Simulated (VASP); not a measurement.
Here is the system:

```
Al2CdS4
1.0
   -2.79130     2.79130     5.08587
    2.79130    -2.79130     5.08587
    2.79130     2.79130    -5.08587
Al Cd S
2 1 4
Cartesian
  2.79130   2.79130   0.00000
  2.79130   0.00000   2.54294
  2.79130   2.79130   5.08587
  4.02189   1.47904   1.36731
 -1.23059   1.31226   6.45319
  1.47904   1.56071  -1.36731
  1.31226   1.23059   3.71856
```

All values below come from r2SCAN meta-GGA, VASP's PBE PAW potentials (set 64) (plane waves; VASP). Numerical set-up: 400 eV cut-off, 6×6×6 Γ-centred mesh, tetrahedra with Blöchl corrections, potentials Al Cd S.

Task: Predict the energy per atom (σ→0), band gap (over mesh and band path) with the smallest direct gap where there is one.

Result: 
| Item | Result |
|---|---|
| band gap (over mesh and band path) | 3.40 eV |
| smallest direct gap (over mesh and band path) | 3.48 eV |
| energy per atom (σ→0) | -10.533 eV/atom |

Total energies compare only between runs with the same potentials, cut-off and functional.

The compound is Al2CdS4 in the sg82 structure. It was relaxed first.
